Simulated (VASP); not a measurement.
Given:

```
CELL_PARAMETERS angstrom
      0.00000     2.43500     2.43500
      2.43500     0.00000     2.43500
      2.43500     2.43500     0.00000
ATOMIC_POSITIONS crystal
  Be 0.00000 0.00000 0.00000
  S  0.25000 0.25000 0.25000
```

Method: PBE GGA, VASP's PBE PAW potentials (set 64) (plane waves; VASP). Settings: 300 eV cut-off, 12×12×12 Γ-centred mesh, Fermi-Dirac smearing of 0.020 eV, potentials Be S.

Q: Give the energies of bands 2 to 7 at the high-symmetry points, in eV from the valence-band maximum.

A: 
| band | Γ | X | U | L | W |
|---|---|---|---|---|---|
| 2 | 0.00 | -4.96 | -4.50 | -5.71 | -4.21 |
| 3 | 0.00 | -2.60 | -4.03 | -1.02 | -3.80 |
| 4 | 0.00 | -2.60 | -2.16 | -1.02 | -3.29 |
| 5 | 5.68 | 3.14 | 4.38 | 5.44 | 6.47 |
| 6 | 5.68 | 4.94 | 7.51 | 6.57 | 8.12 |
| 7 | 5.68 | 12.69 | 10.51 | 6.57 | 8.40 |

The gap is indirect, 3.14 eV, from the valence maximum at Γ to the conduction minimum at X.

The structure is a typed BeS crystal (F-43m). The cell was not relaxed at this level.
